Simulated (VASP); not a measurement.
# Na3TeH (Pm-3m) in VASP: settings compared, part 2 of 3

VASP 6.6.1. Earlier steps stand in the parts before.

### Step 3. Relaxation of cell and atoms, PBEsol

This run uses another cell than the first one, of 21.67 Å³/atom, 1.082 times its volume.

Contents of INCAR:

```
SYSTEM = Na3TeH
ALGO = Normal
EDIFF = 1E-6
EDIFFG = -0.01
ENCUT = 600
GGA = PS
IBRION = 2
ISIF = 3
ISMEAR = 0
LASPH = .True.
LCHARG = .False.
LREAL = .False.
LWAVE = .False.
NELM = 80
NSW = 90
PREC = Accurate
SIGMA = 0.03
```

Contents of KPOINTS:

```
k-points
0
Gamma
  6 6 6
  0 0 0
```

Contents of POSCAR:

```
Na3TeH
1.0
    4.7671700000      0.0000000000      0.0000000000
    0.0000000000      4.7671700000      0.0000000000
    0.0000000000      0.0000000000      4.7671700000
Na Te H
3 1 1
Direct
    0.5000000000      0.0000000000      0.5000000000
    0.0000000000      0.5000000000      0.5000000000
    0.5000000000      0.5000000000      0.0000000000
    0.0000000000      0.0000000000      0.0000000000
    0.5000000000      0.5000000000      0.5000000000
```

Potentials or basis: VASP PAW PBE potentials, release 64 (Na_pv, Te, H).

Command:

```
$ cat potpaw_PBE.64/Na_pv/POTCAR potpaw_PBE.64/Te/POTCAR potpaw_PBE.64/H/POTCAR > POTCAR
$ mpirun -np 1 vasp_std > vasp.out
```

OUTCAR:

```text
SYSTEM = Na3TeH
   EDIFF = 1E-6
   EDIFFG = -0.01
   ENCUT = 600
   GGA = PS
   IBRION = 2
   ISIF = 3
   ISMEAR = 0
   LASPH = .True.
   LREAL = .False.
   NELM = 80
   NSW = 90
   PREC = Accurate

 ion  position               nearest neighbor table
   1  0.500  0.000  0.500-
   2  0.000  0.500  0.500-
   3  0.500  0.500  0.000-
   4  0.000  0.000  0.000-
   5  0.500  0.500  0.500-

  LATTYP: Found a simple cubic cell.
 ALAT       =     4.7671700000

  Lattice vectors:

 A1 = (   4.7671700000,   0.0000000000,   0.0000000000)
 A2 = (   0.0000000000,   4.7671700000,   0.0000000000)
 A3 = (   0.0000000000,   0.0000000000,   4.7671700000)

[... 183 lines left out ...]
  Direction    XX          YY          ZZ          XY          YZ          ZX
  --------------------------------------------------------------------------------------
  -------------------------------------------------------------------------------------
  Total       -0.6111552     -0.6111552     -0.6111552      0.0000000      0.0000000      0.0000000
  in kB       -9.0381630     -9.0381630     -9.0381630      0.0000000      0.0000000      0.0000000
  external PRESSURE =      -9.0381630 kB  Pullay stress =       0.0000000 kB
[... 104 lines left out ...]
--------------------------------------- Ionic step        4  -------------------------------------------

 number of electron      27.9999982 magnetization

 Free energy of the ion-electron system (eV)
  ---------------------------------------------------
  ext. energy  EPLUGINS =         0.00000000
  ---------------------------------------------------
  free energy    TOTEN  =       -14.19149969 eV

  energy without entropy =      -14.19149969  energy(sigma->0) =      -14.19149969

 E-fermi :   1.8304     XC(G=0):  -8.3876

 val. band max:        1.6211836920   @ k =   0.5000   0.5000   0.0000
 cond. band min:       4.2702285432   @ k =   0.5000   0.0000   0.0000
 fundamental gap:      2.6490448512
 Fermi energy:         1.8304410370

 k-point     1 :       0.0000    0.0000    0.0000
  band No.  band energies     occupation
      1     -21.4188      2.00000
      2     -21.4188      2.00000
      3     -21.4188      2.00000
      4     -21.3754      2.00000
      5     -21.3754      2.00000
      6     -21.3754      2.00000
[... 441 lines left out ...]
  FREE ENERGIE OF THE ION-ELECTRON SYSTEM (eV)
  ---------------------------------------------------
  free  energy   TOTEN  =       -14.1914996868 eV

  energy  without entropy=      -14.1914996868  energy(sigma->0) =      -14.19149969

 reached required accuracy - stopping structural energy minimisation
```

OSZICAR:

```text
N       E                     dE             d eps       ncg     rms          rms(c)
DAV:   1     0.221823736186E+03    0.22182E+03   -0.15377E+04   720   0.175E+03
DAV:   2     0.173119184448E+01   -0.22009E+03   -0.21712E+03   720   0.413E+02
DAV:   3    -0.144265060712E+02   -0.16158E+02   -0.16035E+02   874   0.125E+02
[... 32 lines left out ...]
DAV:   2    -0.141923079120E+02    0.24357E-02   -0.34043E-03   864   0.846E-01    0.193E-01
DAV:   3    -0.141915503191E+02    0.75759E-03   -0.16976E-03   882   0.547E-01    0.391E-02
DAV:   4    -0.141915205653E+02    0.29754E-04   -0.44576E-05   728   0.820E-02    0.335E-02
DAV:   5    -0.141914999521E+02    0.20613E-04   -0.20497E-05   780   0.532E-02    0.461E-03
DAV:   6    -0.141914996868E+02    0.26532E-06   -0.24990E-06   508   0.121E-02
   4 F= -.14191500E+02 E0= -.14191500E+02  d E =-.121173E-01
```

CONTCAR:

```text
Na3TeH
   1.00000000000000
     4.7062937869107175    0.0000000000000000    0.0000000000000000
     0.0000000000000000    4.7062937869107175    0.0000000000000000
     0.0000000000000000    0.0000000000000000    4.7062937869107175
  Na              Te              H
     3     1     1
Direct
     0.5000000000000000    0.0000000000000000    0.5000000000000000
     0.0000000000000000    0.5000000000000000    0.5000000000000000
     0.5000000000000000    0.5000000000000000    0.0000000000000000
     0.0000000000000000    0.0000000000000000    0.0000000000000000
     0.5000000000000000    0.5000000000000000    0.5000000000000000

  0.00000000E+00  0.00000000E+00  0.00000000E+00
  0.00000000E+00  0.00000000E+00  0.00000000E+00
  0.00000000E+00  0.00000000E+00  0.00000000E+00
  0.00000000E+00  0.00000000E+00  0.00000000E+00
  0.00000000E+00  0.00000000E+00  0.00000000E+00
```

It took 40 s on 1 thread of Intel Xeon 6975P-C (Granite Rapids), shared host; peak memory 0.28 GiB.

What came out:

```yaml
Free_energy: -14.1915 eV
Relaxed_volume: 20.85 Å³/atom
Relaxed_cell: a = 4.706 Å, b = 4.706 Å, c = 4.706 Å, α = 90.00°, β = 90.00°, γ = 90.00°
Space_group_after_relaxing_to_0.05_Å: Pm-3m (No. 221)
Energy_gained_by_relaxing: 2.4 meV/atom
Ionic_steps: 4
Pressure_after_relaxing: 0.0 GPa
Band_gap_on_the_k_mesh: 2.65 eV, indirect (least direct gap 2.84 eV)
```

Step by step:
| step | energy change (eV) | largest force (eV/Å) | pressure (GPa) | volume (Å³) |
| --- | --- | --- | --- | --- |
| 1 | 0.0000 | 0.0000 | -0.90 | 108.34 |
| 2 | -0.0085 | 0.0000 | -0.50 | 106.43 |
| 3 | -0.0119 | 0.0000 | -0.12 | 104.75 |
| 4 | -0.0121 | 0.0000 | 0.02 | 104.24 |

Final structure:
```xyz
5
Lattice="4.7063 0.0000 0.0000 0.0000 4.7063 0.0000 0.0000 0.0000 4.7063" Properties=species:S:1:pos:R:3 pbc="T T T"
Na    2.3531    0.0000    2.3531
Na    0.0000    2.3531    2.3531
Na    2.3531    2.3531    0.0000
Te    0.0000    0.0000    0.0000
H     2.3531    2.3531    2.3531
```

Levels at points of the mesh, in eV from the valence-band top:
| k point | band 12 | band 13 | band 14 | band 15 | band 16 | band 17 |
| --- | --- | --- | --- | --- | --- | --- |
| (0.00, 0.00, 0.00) | -0.43 | -0.43 | -0.43 | 4.09 | 4.09 | 4.37 |
| (0.50, 0.00, 0.00) | -0.59 | -0.20 | -0.20 | 2.65 | 4.75 | 4.93 |
| (0.50, 0.50, 0.00) | -1.94 | -1.94 | 0.00 | 4.49 | 5.05 | 5.87 |
| (0.50, 0.50, 0.50) | -1.47 | -1.47 | -1.47 | 2.77 | 2.77 | 2.77 |

Caveat: the PAW data sets were made with another functional, which shifts forces and pressure a little; spin-orbit coupling is left out, which moves the levels of the heavy elements. A k mesh can miss the band edges.

### Step 4. Relaxation of cell and atoms, PBEsol

This run uses another cell than the first one, of 20.85 Å³/atom, 1.041 times its volume.

Edit INCAR of step 3 so:

```diff
@@ -2,4 +2,4 @@
 ALGO = Normal
-EDIFF = 1E-6
-EDIFFG = -0.01
+EDIFF = 1E-7
+EDIFFG = -0.005
 ENCUT = 600
```

KPOINTS is that of step 3.

Contents of POSCAR:

```
Na3TeH                                  
1.0
    4.7062937869      0.0000000000      0.0000000000
    0.0000000000      4.7062937869      0.0000000000
    0.0000000000      0.0000000000      4.7062937869
  Na              Te              H             
     3     1     1
Direct
     0.5000000000000000    0.0000000000000000    0.5000000000000000
     0.0000000000000000    0.5000000000000000    0.5000000000000000
     0.5000000000000000    0.5000000000000000    0.0000000000000000
     0.0000000000000000    0.0000000000000000    0.0000000000000000
     0.5000000000000000    0.5000000000000000    0.5000000000000000
```

Command:

```
$ cat potpaw_PBE.64/Na_pv/POTCAR potpaw_PBE.64/Te/POTCAR potpaw_PBE.64/H/POTCAR > POTCAR
$ mpirun -np 1 vasp_std > vasp.out
```

Wall time 15 s (1 thread of Intel Xeon 6975P-C (Granite Rapids), shared host); peak memory 0.26 GiB.

It converged, with:

```yaml
Free_energy: -14.1909 eV
Pressure_after_relaxing: 0.0 GPa
Band_gap_on_the_k_mesh: 2.65 eV, indirect (least direct gap 2.84 eV)
```

Final structure:
```xyz
5
Lattice="4.7063 0.0000 0.0000 0.0000 4.7063 0.0000 0.0000 0.0000 4.7063" Properties=species:S:1:pos:R:3 pbc="T T T"
Na    2.3531    0.0000    2.3531
Na    0.0000    2.3531    2.3531
Na    2.3531    2.3531    0.0000
Te    0.0000    0.0000    0.0000
H     2.3531    2.3531    2.3531
```

Levels at points of the mesh, in eV from the valence-band top:
| k point | band 11 | band 12 | band 13 | band 14 | band 15 | band 16 | band 17 | band 18 |
| --- | --- | --- | --- | --- | --- | --- | --- | --- |
| (0.00, 0.00, 0.00) | -2.55 | -0.43 | -0.43 | -0.43 | 4.09 | 4.09 | 4.37 | 6.83 |
| (0.50, 0.00, 0.00) | -3.34 | -0.59 | -0.20 | -0.20 | 2.65 | 4.75 | 4.93 | 4.93 |
| (0.50, 0.50, 0.00) | -2.22 | -1.94 | -1.94 | 0.00 | 4.49 | 5.05 | 5.87 | 5.87 |
| (0.50, 0.50, 0.50) | -1.85 | -1.47 | -1.47 | -1.47 | 2.77 | 2.77 | 2.77 | 9.24 |

Caveat: the relaxation stopped at its first step, so nothing moved; the PAW data sets were made with another functional, which shifts forces and pressure a little; spin-orbit coupling is left out, which moves the levels of the heavy elements.

(Continued in part 3 of 3.)
